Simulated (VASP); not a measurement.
The system is CuF.

```xyz
2
Lattice="2.4710 0.0000 0.0000 0.0000 2.4710 0.0000 0.0000 0.0000 3.4165" Properties=species:S:1:pos:R:3 pbc="T T T"
Cu    0.0000    0.0000    0.0000
F     1.2355    1.2355    1.7083
```

The cell was built by a generator and needn't be a form met in nature.

```yaml
Program: VASP 6.6.1
Task: relaxation of cell and atoms
Functional: r2SCAN
Potentials_or_basis: VASP PAW PBE potentials, release 64 (Cu, F)
Cutoff: 600 eV
k_mesh: 11 × 11 × 8
Occupations: gaussian, width 0.05 eV
Spin: no spin polarisation
```

At the start: pressure -2.2 GPa; volume 10.43 Å³/atom.

**Question.** How do energy, volume and symmetry change on relaxing?

**Answer.** Over 11 steps the energy falls by 129.3 meV/atom and the volume is 10.27 Å³/atom (-1.6 %); space group Pm-3m (No. 221, to 0.05 Å).

Step by step:
```csv
step,energy change (eV),largest force (eV/Å),pressure (GPa),volume (Å³)
1,0.0000,0.0000,-2.15,20.86
2,-0.1464,0.0000,0.42,20.39
3,-0.2080,0.0000,3.82,19.91
4,-0.1901,0.0000,13.45,18.74
5,-0.2391,0.0000,1.75,20.20
6,-0.2407,0.0000,3.34,19.98
7,-0.2522,0.0000,1.68,20.22
8,-0.2581,0.0000,-0.11,20.53
9,-0.2584,0.0000,-0.53,20.61
10,-0.2584,0.0000,-0.61,20.62
11,-0.2587,0.0000,-0.06,20.53
```

Final structure:
```
Cu F
1.0
     2.73303    0.00000    0.00000
     0.00000    2.73303    0.00000
     0.00000    0.00000    2.74887
Cu F
1 1
Direct
  0.00000 0.00000 0.00000
  0.50000 0.50000 0.50000
```

Caveat: the PAW data sets were made with another functional, which shifts forces and pressure a little; the run has no spin polarisation, though such a crystal can be magnetic.
